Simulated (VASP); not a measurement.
Crystal: Ni.

```
CELL_PARAMETERS angstrom
0.00000 1.76000 1.76000
1.76000 0.00000 1.76000
1.76000 1.76000 0.00000
ATOMIC_POSITIONS crystal
Ni 0.00000 0.00000 0.00000
```

The cell was built by a generator and needn't be a form met in nature.

Base run:

```yaml
Program: VASP 6.6.1
Functional: PBEsol
Potentials_or_basis: VASP PAW PBE potentials, release 64 (Ni)
Cutoff: 520 eV
k_mesh: 31 × 31 × 31
Occupations: methfessel-paxton, width 0.1 eV
Spin: collinear spin, ferromagnetic start
Starting_moments: "[0.8] μB"
```

Its results: band gap on the k mesh none (metal or under the smearing width); pressure -9.9 GPa; net moment 0.64 μB per cell; site moments Ni +0.65 μB.

Task: The run is repeated on the same cell with these changes: functional from PBEsol to RPBE. What comes out?

Result: Band gap on the k mesh none (metal or under the smearing width); pressure 5.4 GPa; net moment 0.65 μB per cell; site moments Ni +0.66 μB.

RPBE binds less tightly than PBEsol, so the same cell stands under more pressure.

Caveats: the PAW data sets were made with another functional, which shifts forces and pressure a little.

Not every run made on this cell is shown here.
